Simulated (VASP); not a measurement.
Method: revTPSS meta-GGA, VASP's PBE PAW potentials (set 64) (plane waves; VASP).

A VASP calculation is set up with these files.

### POSCAR
```
Gd
1.0
  1.7986710855  -3.1153894964   0.0000000000
  1.7986710855   3.1153894964   0.0000000000
  0.0000000000   0.0000000000   5.6356166788
Gd
2
Cartesian
  1.7986710855   1.0384652424   1.4089041697
  1.7986710855  -1.0384652424   4.2267125091
```

### KPOINTS
```
Automatic mesh
0
Gamma
12 12 7
0 0 0
```

**INCAR**
```
ALGO  =  Normal
EDIFF  =  1E-7
EDIFFG  =  -0.01
ENCUT  =  520
IBRION  =  2
ISIF  =  4
ISMEAR  =  1
LASPH  =  T
LCHARG  =  F
LMAXMIX  =  6
LMIXTAU  =  T
LREAL  =  F
LWAVE  =  F
METAGGA  =  RTPSS
NELM  =  100
NSW  =  30
PREC  =  Accurate
SIGMA  =  0.1
SYSTEM  =  Gd
```

POTCAR, in this order: Gd_3 (PBE.64 set). Program: vasp_std.

The resulting files:

File OSZICAR:
```
       N       E                     dE             d eps       ncg     rms          rms(c)
DAV:   1     0.125246890542E+03    0.12525E+03   -0.10772E+04  1976   0.153E+03
DAV:   2     0.624524385860E+02   -0.62794E+02   -0.61299E+02  2161   0.324E+02
DAV:   3     0.594365605374E+02   -0.30159E+01   -0.28385E+01  2894   0.418E+01
DAV:   4     0.593354827139E+02   -0.10108E+00   -0.99749E-01  2759   0.741E+00
DAV:   5     0.593316142900E+02   -0.38684E-02   -0.38643E-02  3197   0.108E+00    0.279E+01
DAV:   6     0.505475224673E+02   -0.87841E+01   -0.46696E+01  1976   0.867E+02    0.148E+01
DAV:   7     0.517950474198E+02    0.12475E+01   -0.13755E+00  3376   0.431E+01    0.662E-01
DAV:   8     0.511529698863E+02   -0.64208E+00   -0.63957E-01  2006   0.112E+01    0.414E-01
DAV:   9     0.521343546352E+02    0.98138E+00   -0.31583E+02  1976   0.667E+03    0.302E-01
DAV:  10     0.510687370476E+02   -0.10656E+01   -0.53002E-01  1976   0.981E+00    0.492E-01
DAV:  11     0.510650658291E+02   -0.36712E-02   -0.16663E-03  2567   0.297E-01    0.302E-01
DAV:  12     0.510662968823E+02    0.12311E-02   -0.38731E-04  2241   0.185E-01    0.326E-02
DAV:  13     0.510639133535E+02   -0.23835E-02   -0.50297E-04  2126   0.268E-01    0.689E-02
DAV:  14     0.510639660510E+02    0.52697E-04   -0.33736E-05  2466   0.604E-02    0.358E-02
DAV:  15     0.510639173719E+02   -0.48679E-04   -0.29473E-05  2116   0.617E-02    0.799E-03
DAV:  16     0.510639002859E+02   -0.17086E-04   -0.27239E-06  2341   0.181E-02    0.400E-03
DAV:  17     0.510638983598E+02   -0.19261E-05   -0.22841E-06  2131   0.133E-02    0.653E-03
DAV:  18     0.510638975058E+02   -0.85404E-06   -0.25562E-07  2278   0.492E-03    0.667E-03
DAV:  19     0.510638974217E+02   -0.84041E-07   -0.65037E-09  1203   0.828E-04
   1 F= 0.51063897E+02 E0= 0.51063996E+02  d E =0.510639E+02
       N       E                     dE             d eps       ncg     rms          rms(c)
DAV:   1     0.510633409375E+02   -0.55657E-03   -0.21635E-02  2006   0.108E+00    0.895E-02
DAV:   2     0.510636388818E+02    0.29794E-03   -0.34271E-04  2306   0.155E-01    0.569E-02
DAV:   3     0.510637149804E+02    0.76099E-04   -0.19747E-04  2331   0.101E-01    0.361E-02
DAV:   4     0.510637386884E+02    0.23708E-04   -0.33857E-05  2443   0.511E-02    0.794E-03
DAV:   5     0.510637149587E+02   -0.23730E-04   -0.17032E-05  2016   0.412E-02    0.807E-03
DAV:   6     0.510637177850E+02    0.28263E-05   -0.23339E-06  2036   0.130E-02    0.519E-03
DAV:   7     0.510637146814E+02   -0.31036E-05   -0.18576E-06  2046   0.118E-02    0.107E-03
DAV:   8     0.510637146804E+02   -0.10887E-08   -0.76087E-08  1353   0.226E-03
   2 F= 0.51063715E+02 E0= 0.51063900E+02  d E =-.182741E-03
       N       E                     dE             d eps       ncg     rms          rms(c)
DAV:   1     0.510633816920E+02   -0.33299E-03   -0.15937E-02  1986   0.925E-01    0.770E-02
DAV:   2     0.510636022982E+02    0.22061E-03   -0.25263E-04  2301   0.134E-01    0.494E-02
DAV:   3     0.510636583018E+02    0.56004E-04   -0.14586E-04  2341   0.865E-02    0.321E-02
DAV:   4     0.510636775058E+02    0.19204E-04   -0.25853E-05  2433   0.451E-02    0.642E-03
DAV:   5     0.510636585235E+02   -0.18982E-04   -0.14545E-05  2016   0.378E-02    0.716E-03
DAV:   6     0.510636613562E+02    0.28326E-05   -0.25478E-06  2006   0.137E-02    0.522E-03
DAV:   7     0.510636581463E+02   -0.32098E-05   -0.16584E-06  2011   0.111E-02    0.651E-04
DAV:   8     0.510636581901E+02    0.43828E-07   -0.47092E-08  1223   0.198E-03
   3 F= 0.51063658E+02 E0= 0.51063917E+02  d E =-.239232E-03
```

File OUTCAR:
```
------------------------ aborting loop because EDIFF is reached ----------------------------------------
  FORCE on cell =-STRESS in cart. coord.  units (eV):
  Direction    XX          YY          ZZ          XY          YZ          ZX
  --------------------------------------------------------------------------------------
  Total       -0.0998566     -0.0998566     -0.0935369      0.0000000      0.0000000      0.0000000
  in kB       -2.5330972     -2.5330969     -2.3727820      0.0000000      0.0000000      0.0000000
  external PRESSURE =      -2.4796587 kB  Pullay stress =       0.0000000 kB
  volume of cell :       63.16
      direct lattice vectors                 reciprocal lattice vectors
     1.795355391 -3.109646548  0.000000000     0.278496393 -0.160789978 -0.000000000
     1.795355391  3.109646548  0.000000000     0.278496393  0.160789978 -0.000000000
     0.000000000  0.000000000  5.656451811    -0.000000000 -0.000000000  0.176789272
 POSITION                                       TOTAL-FORCE (eV/Angst)
 -----------------------------------------------------------------------------------
      1.79536      1.03655      1.41411        -0.000000      0.000000      0.000000
      1.79536     -1.03655      4.24234         0.000000     -0.000000     -0.000000
 -----------------------------------------------------------------------------------
    total drift:                               -0.000004      0.000114     -0.000011
  FREE ENERGIE OF THE ION-ELECTRON SYSTEM (eV)
  ---------------------------------------------------
  free  energy   TOTEN  =        51.0636581901 eV

  energy  without entropy=       51.0644355482  energy(sigma->0) =       51.06391731

 reached required accuracy - stopping structural energy minimisation
```
(Selected blocks of OUTCAR.)

File CONTCAR:
```
Gd
   1.00000000000000
     1.7953553911556410   -3.1096465482374356    0.0000000000000000
     1.7953553911556410    3.1096465482374356    0.0000000000000000
     0.0000000000000000    0.0000000000000000    5.6564518105325883
  Gd
     2
Direct
     0.3333330000000032    0.6666669999999968    0.2500000000000000
     0.6666669999999968    0.3333330000000032    0.7500000000000000
```

The 4f electrons are frozen in the core of the lanthanide potential, so 4f levels, which can set the real gap, and their magnetism are missing.

The compound is Gd in the hcp structure. This run relaxes it. Symmetry was kept, so distortions that lower it aren't found.
